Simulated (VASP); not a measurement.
Here is the system:

```yaml
crystal:
  lattice:
    - [1.83309, -3.17501, 0.00000]
    - [1.83309, 3.17501, 0.00000]
    - [0.00000, 0.00000, 5.86298]
  atoms:
    - { symbol: Sn, position: [0.00000, 0.00000, 0.00000] }
    - { symbol: S, position: [0.33333, 0.66667, 0.25273] }
    - { symbol: S, position: [0.66667, 0.33333, 0.74727] }
```

Computed with vdW-DF-cx, VASP's PBE PAW potentials (set 64) (plane waves; VASP). Numerical set-up: 520 eV cut-off, Gaussian smearing of 0.050 eV, potentials Sn_d S.

Unless said otherwise, spin-orbit coupling is left out, though it shifts the bands of the heavy elements here.

Problem. Estimate the band gap (along the path) with the smallest direct gap where there is one.

Solution. 
```
Property                                Value
------------------------------------  -------
band gap (along the path)             1.26 eV
smallest direct gap (along the path)  1.73 eV
```

Only differences to runs with the same potentials and settings are physical.

The compound is SnS2 in the 1T layered structure. It was relaxed first.
